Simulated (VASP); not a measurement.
Level of theory: PBEsol GGA, VASP's PBE PAW potentials (set 64) (plane waves; VASP).

VASP ran on this input.

INCAR:
```
! general
SYSTEM = P
PREC   = Accurate
ENCUT  = 500   ! plane-wave cut-off (eV)
LREAL  = .FALSE.
LASPH  = .TRUE.

! electronic loop
EDIFF  = 1E-6   ! SCF stop (eV)
NELM   = 100   ! most electronic steps
ALGO   = Normal

! smearing
ISMEAR = 1
SIGMA  = 0.1   ! width (eV)

! functional
GGA    = PS   ! PBEsol

! ions
IBRION = 2   ! conjugate gradients
NSW    = 40   ! most ionic steps
ISIF   = 3
EDIFFG = -0.02   ! ionic stop

! output
LWAVE  = .FALSE.
LCHARG = .FALSE.
```

KPOINTS:
```
Automatic mesh
0
Gamma
10 10 7
0 0 0
```

File POSCAR:
```
P
1
    1.6603021148    -5.1290283364     0.0000000000
    1.6603021148     5.1290283364     0.0000000000
    0.0000000000     0.0000000000     4.1861540960
P
4
Direct
  0.1055694583   0.8944305417   0.9273762003
  0.3944305417   0.6055694583   0.4273762003
  0.6055694583   0.3944305417   0.5726237997
  0.8944305417   0.1055694583   0.0726237997
```

POTCAR, in this order: P (PBE.64 set). Program: vasp_std.

Output

File OUTCAR:
```
 ion  position               nearest neighbor table
   1  0.106  0.894  0.927-   3 2.23   3 2.23   4 2.25
   2  0.394  0.606  0.427-   4 2.23   4 2.23   3 2.25
   3  0.606  0.394  0.573-   1 2.23   1 2.23   2 2.25
   4  0.894  0.106  0.073-   2 2.23   2 2.23   1 2.25
  LATTYP: Found a base centered orthorhombic cell.
 ALAT       =     3.3206042296
 B/A-ratio  =     3.0892138790
 C/A-ratio  =     1.2606603517
 Subroutine PRICEL returns:
 Original cell was already a primitive cell.
 Subroutine GETGRP returns: Found  8 space group operations
The static configuration has the point symmetry C_2h.
 The point group associated with its full space group is D_2h.
The dynamic configuration has the point symmetry C_2h.
 Subroutine INISYM returns: Found  8 space group operations
 Subroutine IBZKPT returns following result:
 Found    124 irreducible k-points:

 Following reciprocal coordinates:
            Coordinates               Weight
  0.000000  0.000000  0.000000      1.000000
  0.100000 -0.000000  0.000000      4.000000
  0.200000 -0.000000  0.000000      4.000000
  0.300000  0.000000  0.000000      4.000000
...
```

### OSZICAR
```
       N       E                     dE             d eps       ncg     rms          rms(c)
DAV:   1     0.612843782038E+02    0.61284E+02   -0.84287E+03  3472   0.119E+03
DAV:   2    -0.190863946037E+02   -0.80371E+02   -0.78160E+02  4510   0.176E+02
DAV:   3    -0.231709118301E+02   -0.40845E+01   -0.40316E+01  4750   0.417E+01
DAV:   4    -0.232248373940E+02   -0.53926E-01   -0.53862E-01  4280   0.563E+00
DAV:   5    -0.232259294690E+02   -0.10921E-02   -0.10918E-02  4894   0.718E-01    0.101E+01
DAV:   6    -0.231031654974E+02    0.12276E+00   -0.65480E-02  4300   0.162E+00    0.589E+00
DAV:   7    -0.230491253611E+02    0.54040E-01   -0.10770E-01  4480   0.208E+00    0.261E-01
DAV:   8    -0.230486813441E+02    0.44402E-03   -0.10570E-02  4132   0.734E-01    0.170E-01
DAV:   9    -0.230486960731E+02   -0.14729E-04   -0.45170E-04  4752   0.150E-01    0.744E-02
DAV:  10    -0.230486830297E+02    0.13043E-04   -0.75162E-05  4300   0.529E-02    0.288E-02
DAV:  11    -0.230486846008E+02   -0.15711E-05   -0.76907E-06  4438   0.223E-02    0.109E-02
DAV:  12    -0.230486847335E+02   -0.13268E-06   -0.41637E-07  2594   0.467E-03
   1 F= -.23048685E+02 E0= -.23048652E+02  d E =-.230487E+02
```

OUTCAR:
```
------------------------ aborting loop because EDIFF is reached ----------------------------------------
  FORCE on cell =-STRESS in cart. coord.  units (eV):
  Direction    XX          YY          ZZ          XY          YZ          ZX
  --------------------------------------------------------------------------------------
  Total       -0.0186222      0.0785797      0.0152356      0.0000000      0.0000000      0.0000000
  in kB       -0.4184792      1.7658490      0.3423760      0.0000000      0.0000000      0.0000000
  external PRESSURE =       0.5632486 kB  Pullay stress =       0.0000000 kB
  volume of cell :       71.30
      direct lattice vectors                 reciprocal lattice vectors
     1.660302115 -5.129028336  0.000000000     0.301150011 -0.097484351  0.000000000
     1.660302115  5.129028336  0.000000000     0.301150011  0.097484351  0.000000000
     0.000000000  0.000000000  4.186154096     0.000000000  0.000000000  0.238882749
 POSITION                                       TOTAL-FORCE (eV/Angst)
 -----------------------------------------------------------------------------------
      1.66030      4.04609      3.88214         0.000000      0.009572     -0.013275
      1.66030      1.08294      1.78906         0.000000     -0.009572     -0.013275
      1.66030     -1.08294      2.39709         0.000000      0.009572      0.013275
      1.66030     -4.04609      0.30401         0.000000     -0.009572      0.013275
 -----------------------------------------------------------------------------------
    total drift:                                0.000000     -0.000000      0.000000
  FREE ENERGIE OF THE ION-ELECTRON SYSTEM (eV)
  ---------------------------------------------------
  free  energy   TOTEN  =       -23.0486847335 eV

  energy  without entropy=      -23.0485865188  energy(sigma->0) =      -23.04865200

 reached required accuracy - stopping structural energy minimisation
```
(Selected blocks of OUTCAR.)

Without a dispersion term in the relaxation, distances and binding between the weakly bound layers, chains or molecules are unreliable, and so is what depends on them.

The compound is P in the black structure. It was relaxed first, which changed the volume by -6 %.
